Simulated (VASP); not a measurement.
These are RPBE GGA, VASP's PBE PAW potentials (set 64) (plane waves; VASP 6.6.1) values and carry that method's errors.

VASP ran on this input.

### POSCAR
```
CdTe
1
    0.0000000000     3.2400000000     3.2400000000
    3.2400000000     0.0000000000     3.2400000000
    3.2400000000     3.2400000000     0.0000000000
Cd Te
1 1
Direct
  0.0000000000   0.0000000000   0.0000000000
  0.2500000000   0.2500000000   0.2500000000
```

### INCAR
```
LREAL=.FALSE.
NSW=60
LASPH=.TRUE.   ! aspherical one-centre terms
IBRION=2
LCHARG=.FALSE.
PREC=Accurate
NELM=100
ISMEAR=0
LMAXMIX=4   ! l cut-off of mixed one-centre charges
GGA=RP
EDIFF=1E-6   ! SCF stop (eV)
LWAVE=.FALSE.
ALGO=Normal   ! blocked Davidson
SIGMA=0.05   ! width (eV)
ISIF=3
ENCUT=520
SYSTEM=CdTe
EDIFFG=-0.01   ! ionic stop
```

File KPOINTS:
```
Automatic mesh
0
Gamma
6 6 6
0 0 0
```

POTCAR, in this order: Cd Te (PBE.64 set). Program: vasp_std.

Output of the run:

File OSZICAR:
```
       N       E                     dE             d eps       ncg     rms          rms(c)
DAV:   1     0.105689508329E+03    0.10569E+03   -0.85513E+03   424   0.121E+03
DAV:   2    -0.221481588696E+00   -0.10591E+03   -0.10257E+03   466   0.279E+02
DAV:   3    -0.425969901472E+01   -0.40382E+01   -0.40327E+01   516   0.574E+01
DAV:   4    -0.429852580320E+01   -0.38827E-01   -0.38824E-01   589   0.498E+00
DAV:   5    -0.429863351716E+01   -0.10771E-03   -0.10771E-03   476   0.249E-01    0.601E+00
DAV:   6    -0.409764540635E+01    0.20099E+00   -0.42005E-01   471   0.840E+00    0.475E+00
DAV:   7    -0.408602385060E+01    0.11622E-01   -0.13665E-01   466   0.274E+00    0.173E+00
DAV:   8    -0.408894048880E+01   -0.29166E-02   -0.12937E-02   421   0.156E+00    0.526E-01
DAV:   9    -0.408996366942E+01   -0.10232E-02   -0.16130E-03   464   0.434E-01    0.120E-01
DAV:  10    -0.409016676434E+01   -0.20309E-03   -0.21978E-04   446   0.144E-01    0.568E-02
DAV:  11    -0.409030347855E+01   -0.13671E-03   -0.27573E-04   436   0.111E-01    0.300E-02
DAV:  12    -0.409030375777E+01   -0.27922E-06   -0.41955E-06   481   0.221E-02
   1 F= -.40903038E+01 E0= -.40903038E+01  d E =-.409030E+01
       N       E                     dE             d eps       ncg     rms          rms(c)
DAV:   1    -0.684326621421E+01   -0.27530E+01   -0.61352E+01   446   0.106E+02    0.175E+01
DAV:   2    -0.457977003577E+01    0.22635E+01   -0.52573E+00   426   0.371E+01    0.559E+00
DAV:   3    -0.426434227760E+01    0.31543E+00   -0.56214E-01   456   0.935E+00    0.518E+00
DAV:   4    -0.418735201228E+01    0.76990E-01   -0.12509E-01   451   0.282E+00    0.148E+00
DAV:   5    -0.418505437885E+01    0.22976E-02   -0.65087E-03   449   0.714E-01    0.423E-01
DAV:   6    -0.418551837282E+01   -0.46399E-03   -0.18633E-03   451   0.403E-01    0.154E-01
DAV:   7    -0.418560746639E+01   -0.89094E-04   -0.21353E-04   486   0.178E-01    0.421E-02
DAV:   8    -0.418571464218E+01   -0.10718E-03   -0.18148E-04   441   0.910E-02    0.102E-02
DAV:   9    -0.418572168814E+01   -0.70460E-05   -0.16525E-05   476   0.468E-02    0.605E-03
DAV:  10    -0.418572489408E+01   -0.32059E-05   -0.54973E-06   441   0.173E-02    0.247E-03
DAV:  11    -0.418572539331E+01   -0.49922E-06   -0.44699E-07   338   0.502E-03
   2 F= -.41857254E+01 E0= -.41857254E+01  d E =-.954216E-01
       N       E                     dE             d eps       ncg     rms          rms(c)
DAV:   1    -0.427113789738E+01   -0.85413E-01   -0.17347E+00   466   0.166E+01    0.207E+00
DAV:   2    -0.419781761154E+01    0.73320E-01   -0.20346E-01   446   0.675E+00    0.641E-01
DAV:   3    -0.418998472009E+01    0.78329E-02   -0.19560E-02   446   0.145E+00    0.536E-01
DAV:   4    -0.418904662815E+01    0.93809E-03   -0.19114E-03   441   0.342E-01    0.109E-01
DAV:   5    -0.418902467896E+01    0.21949E-04   -0.22261E-04   441   0.184E-01    0.733E-02
DAV:   6    -0.418904579403E+01   -0.21115E-04   -0.71640E-05   454   0.889E-02    0.217E-02
DAV:   7    -0.418904491735E+01    0.87668E-06   -0.40074E-06   476   0.224E-02
   3 F= -.41890449E+01 E0= -.41890449E+01  d E =-.987412E-01
```

OUTCAR:
```
------------------------ aborting loop because EDIFF is reached ----------------------------------------
  FORCE on cell =-STRESS in cart. coord.  units (eV):
  Direction    XX          YY          ZZ          XY          YZ          ZX
  --------------------------------------------------------------------------------------
  Total        0.0059791      0.0059791      0.0059791     -0.0000000     -0.0000000      0.0000000
  in kB        0.1261261      0.1261261      0.1261261     -0.0000000     -0.0000000      0.0000000
  external PRESSURE =       0.1261261 kB  Pullay stress =       0.0000000 kB
  volume of cell :       75.95
      direct lattice vectors                 reciprocal lattice vectors
     0.000000000  3.361268297  3.361268297    -0.148753374  0.148753374  0.148753374
     3.361268297 -0.000000000  3.361268297     0.148753374 -0.148753374  0.148753374
     3.361268297  3.361268297  0.000000000     0.148753374  0.148753374 -0.148753374
  FREE ENERGIE OF THE ION-ELECTRON SYSTEM (eV)
  ---------------------------------------------------
  free  energy   TOTEN  =        -4.1890449174 eV

  energy  without entropy=       -4.1890449174  energy(sigma->0) =       -4.18904492

 reached required accuracy - stopping structural energy minimisation
```
(Selected blocks of OUTCAR.)

File CONTCAR:
```
CdTe
   1.00000000000000
     0.0000000000000000    3.3612682973506551    3.3612682973506551
     3.3612682973506551   -0.0000000000000000    3.3612682973506551
     3.3612682973506551    3.3612682973506551    0.0000000000000000
  Cd              Te
     1     1
Direct
     0.0000000000000000    0.0000000000000000    0.0000000000000000
     0.2500000000000000    0.2500000000000000    0.2500000000000000
```

### OUTCAR
```
 val. band max:        1.5391958595   @ k =   0.0000   0.0000   0.0000

 cond. band min:       2.1315503767   @ k =   0.0000   0.0000   0.0000


 Fermi energy:         1.7903398770

 k-point     1 :       0.0000    0.0000    0.0000
  band No.  band energies     occupation
      1      -9.0214      2.00000
      2      -6.4462      2.00000
      3      -6.4462      2.00000
      4      -6.4462      2.00000
      5      -6.2609      2.00000
      6      -6.2609      2.00000
      7       1.5392      2.00000
      8       1.5392      2.00000
      9       1.5392      2.00000
     10       2.1316      0.00000
     11       6.2606      0.00000
     12       6.2606      0.00000
     13       6.2606      0.00000

 k-point     2 :       0.1667    0.0000    0.0000
  band No.  band energies     occupation
      1      -8.9471      2.00000
      2      -6.4330      2.00000
      3      -6.4330      2.00000
      4      -6.3725      2.00000
      5      -6.2614      2.00000
      6      -6.2614      2.00000
      7      -0.0181      2.00000
      8       1.3609      2.00000
      9       1.3609      2.00000
     10       3.2242      0.00000
     11       6.3335      0.00000
     12       6.5510      0.00000
     13       6.5510      0.00000

 k-point     3 :       0.3333    0.0000    0.0000
  band No.  band energies     occupation
      1      -8.8005      2.00000
      2      -6.4101      2.00000
      3      -6.4101      2.00000
      4      -6.2584      2.00000
      5      -6.2584      2.00000
      6      -6.1524      2.00000
      7      -1.5770      2.00000
      8       1.0546      2.00000
      9       1.0546      2.00000
     10       3.4283      0.00000
     11       6.8338      0.00000
     12       6.8338      0.00000
     13       7.6604      0.00000

 k-point     4 :       0.5000    0.0000    0.0000
  band No.  band energies     occupation
      1      -8.7292      2.00000
      2      -6.4011      2.00000
      3      -6.4011      2.00000
...
```

Energy and stress use the plane-wave basis of the starting cell. Unless said otherwise, spin-orbit coupling is left out, though it shifts the bands of the heavy elements here.

The compound is CdTe in the zinc blende structure. This run relaxes it. Symmetry was kept, so distortions that lower it aren't found.
